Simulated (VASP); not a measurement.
Runs of VASP 6.6.1 on InAs. It takes space group F-43m (No. 216, cubic). The conventional cell has a = 6.036 Å, b = 6.036 Å, c = 6.036 Å, α = 90.00°, β = 90.00°, γ = 90.00°. In (site symmetry -43m) has 4 As at 2.61 Å as nearest neighbours. Around As (site symmetry -43m) lie 4 In at 2.61 Å. 

```tsv
task	level	spin	cell	k mesh	cutoff (eV)	grid for exact exchange (PRECFOCK)	exchange at q = 0	screening parameter	mesh quality	gap on the mesh (eV)	pressure (GPa)	relaxed volume (Å³/atom)
relaxation of cell and atoms	PBEsol	off	relaxed	10 × 10 × 10	600	-	-	-	not flagged	none	0.0	28.25
band structure	PBE0	off	F-43m, 28.25 Å³/atom	8 × 8 × 8	520	Fast	truncated	-	not flagged	(a)	0.1	-
band structure	HSE06	SOC, no magnetisation	F-43m, 28.25 Å³/atom	4 × 4 × 4	520	Fast	-	0.2 1/A	coarse	-	(b)	-
relaxation of cell and atoms	HSE06	off	relaxed	6 × 6 × 6	520	Fast	-	0.2 1/A	not flagged	0.39	0.0	28.42
```

Alike in all rows: potentials or basis VASP PAW PBE potentials, release 64 (In_d, As); smearing gaussian 0.03 eV.

**Question.** Fill in the values left out.

**Answer.** (a) 0.91; (b) 0.4.

Caveats: some runs use coarse meshes; the PAW data sets were made with another functional, which shifts forces and pressure a little; spin-orbit coupling is left out, which moves the levels of the heavy elements (some runs); this crystal is a semiconductor, whose small gap the functional closes, so the metal is an error of the method (some runs).

A k mesh can miss the band edges, and rows without SOC leave out spin-orbit coupling on As, In.

A gap of «none» marks a metal or a gap under the smearing width.

Runs at the PBE level aren't shown here.
